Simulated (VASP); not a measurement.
GePt:

```
CELL_PARAMETERS angstrom
5.71900 0.00000 0.00000
0.00000 3.69700 0.00000
0.00000 0.00000 6.08400
ATOMIC_POSITIONS crystal
Ge 0.18500 0.25000 0.59000
Ge 0.31500 0.75000 0.09000
Ge 0.68500 0.25000 0.91000
Ge 0.81500 0.75000 0.41000
Pt 0.99950 0.25000 0.19080
Pt 0.50050 0.75000 0.69080
Pt 0.49950 0.25000 0.30920
Pt 0.00050 0.75000 0.80920
```

| Property | Result |
| --- | --- |
| Program | VASP 6.6.1 |
| Task | relaxation of cell and atoms |
| Functional | PBE |
| Potentials or basis | VASP PAW PBE potentials, release 64 (Ge_d, Pt) |
| Cutoff | 600 eV |
| k mesh | 5 × 7 × 5 |
| Occupations | gaussian, width 0.1 eV |
| Spin | no spin polarisation |

At the start: pressure 8.4 GPa; volume 16.08 Å³/atom.

Question: How do energy, volume and symmetry change on relaxing?

Answer: Over 14 steps the energy falls by 19.9 meV/atom and the volume is 16.88 Å³/atom (+5.0 %); space group Pnma (No. 62, to 0.05 Å).

Step by step:
```
step  energy change (eV)  largest force (eV/Å)  pressure (GPa)  volume (Å³)
   1              0.0000                0.0923            8.40       128.63
   2              0.1746                0.2771           -9.51       144.97
   3             -0.1540                0.0891           -0.10       134.90
   4             -0.1541                0.0864            0.00       134.78
   5             -0.1567                0.0678            0.02       134.83
   6             -0.1575                0.0541            0.03       134.88
   7             -0.1575                0.0507            0.04       134.89
   8             -0.1584                0.0237           -0.03       134.99
   9             -0.1586                0.0276           -0.07       135.06
  10             -0.1585                0.0428           -0.15       135.19
  11             -0.1586                0.0318           -0.09       135.10
  12             -0.1589                0.0150            0.17       134.91
  13             -0.1589                0.0165            0.14       134.94
  14             -0.1590                0.0019            0.02       135.06
```

Final structure:
```yaml
crystal:
  lattice:
    - [5.80668, 0.00000, 0.00000]
    - [0.00000, 3.76880, 0.00000]
    - [0.00000, 0.00000, 6.17145]
  atoms:
    - { symbol: Ge, position: [0.18672, 0.25000, 0.58913] }
    - { symbol: Ge, position: [0.31328, 0.75000, 0.08913] }
    - { symbol: Ge, position: [0.68672, 0.25000, 0.91087] }
    - { symbol: Ge, position: [0.81328, 0.75000, 0.41087] }
    - { symbol: Pt, position: [0.99815, 0.25000, 0.19280] }
    - { symbol: Pt, position: [0.50185, 0.75000, 0.69280] }
    - { symbol: Pt, position: [0.49815, 0.25000, 0.30720] }
    - { symbol: Pt, position: [0.00185, 0.75000, 0.80720] }
```
